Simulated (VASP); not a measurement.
These are PBEsol GGA, VASP's PBE PAW potentials (set 64) (plane waves; VASP 6.6.1) values and carry that method's errors.

VASP input:

### KPOINTS
```
k-points along high-symmetry lines
15
Line-mode
Reciprocal
  0.000000   0.000000   0.000000 ! GAMMA
  0.500000   0.000000   0.500000 ! X

  0.500000   0.000000   0.500000 ! X
  0.625000   0.250000   0.625000 ! U

  0.375000   0.375000   0.750000 ! K
  0.000000   0.000000   0.000000 ! GAMMA

  0.000000   0.000000   0.000000 ! GAMMA
  0.500000   0.500000   0.500000 ! L

  0.500000   0.500000   0.500000 ! L
  0.500000   0.250000   0.750000 ! W

  0.500000   0.250000   0.750000 ! W
  0.500000   0.000000   0.500000 ! X
```

### INCAR
```
SYSTEM  =  SrO
PREC  =  Accurate; ENCUT  =  520; LREAL  =  .FALSE.
LASPH  =  .TRUE.; ICHARG  =  11
EDIFF  =  1E-7; NELM  =  100; ALGO  =  Normal
LMAXMIX  =  4
ISMEAR  =  0; SIGMA  =  0.05
GGA  =  PS
LWAVE  =  .FALSE.; LCHARG  =  .FALSE.; LORBIT  =  11
```

File POSCAR:
```
SrO
1.0
  0.0000000000   2.5669795707   2.5669795707
  2.5669795707   0.0000000000   2.5669795707
  2.5669795707   2.5669795707   0.0000000000
Sr O
1 1
Cart
  0.0000000000   0.0000000000   0.0000000000
  2.5669795707   2.5669795707   2.5669795707
```

POTCAR, in this order: Sr_sv O (PBE.64 set). Program: vasp_std. Read from the step before: CHGCAR.

Output of the run:

### OSZICAR
```
       N       E                     dE             d eps       ncg     rms          rms(c)
DAV:   1     0.732125912485E+02    0.73213E+02   -0.88370E+03  2160   0.131E+03
DAV:   2    -0.740106449033E+01   -0.80614E+02   -0.73636E+02  2724   0.244E+02
DAV:   3    -0.111843809398E+02   -0.37833E+01   -0.37341E+01  2960   0.501E+01
DAV:   4    -0.113144678659E+02   -0.13009E+00   -0.13002E+00  2940   0.828E+00
DAV:   5    -0.113168235141E+02   -0.23556E-02   -0.23556E-02  2872   0.887E-01
DAV:   6    -0.113168550687E+02   -0.31555E-04   -0.31555E-04  3036   0.844E-02
DAV:   7    -0.113168554182E+02   -0.34952E-06   -0.34949E-06  2672   0.779E-03
DAV:   8    -0.113168554301E+02   -0.11820E-07   -0.11779E-07  1784   0.946E-04
   1 F= -.11316855E+02 E0= -.11316855E+02  d E =-.655554E-11
```

### OUTCAR
```
 val. band max:        1.5107669935   @ k =   0.0000   0.0000   0.0000

 cond. band min:       4.6628912672   @ k =   0.5000   0.0000   0.5000



 k-point     1 :       0.0000    0.0000    0.0000
  band No.  band energies     occupation
      1     -30.7100      2.00000
      2     -13.4933      2.00000
      3     -12.3578      2.00000
      4     -12.3578      2.00000
      5     -12.3578      2.00000
      6       1.5108      2.00000
      7       1.5108      2.00000
      8       1.5108      2.00000
      9       5.3665      0.00000
     10       7.6827      0.00000
     11       7.6827      0.00000
     12       7.6827      0.00000

 k-point     2 :       0.0357    0.0000    0.0357
  band No.  band energies     occupation
      1     -30.7076      2.00000
      2     -13.5437      2.00000
      3     -12.3627      2.00000
      4     -12.3627      2.00000
      5     -12.3061      2.00000
      6       1.4195      2.00000
      7       1.5035      2.00000
      8       1.5035      2.00000
      9       5.4518      0.00000
     10       7.6126      0.00000
     11       7.7400      0.00000
     12       7.7400      0.00000

 k-point     3 :       0.0714    0.0000    0.0714
  band No.  band energies     occupation
      1     -30.7006      2.00000
      2     -13.6678      2.00000
      3     -12.3771      2.00000
      4     -12.3771      2.00000
      5     -12.1811      2.00000
      6       1.1830      2.00000
      7       1.4834      2.00000
      8       1.4834      2.00000
      9       5.6760      0.00000
     10       7.4182      0.00000
     11       7.9089      0.00000
     12       7.9089      0.00000

 k-point     4 :       0.1071    0.0000    0.1071
  band No.  band energies     occupation
      1     -30.6894      2.00000
      2     -13.8190      2.00000
      3     -12.4004      2.00000
      4     -12.4004      2.00000
      5     -12.0349      2.00000
      6       0.8793      2.00000
      7       1.4550      2.00000
...
```

The density is held fixed in this step, so its total energy and stress have no physical meaning.

The compound is SrO in the rock salt structure. It was relaxed first.
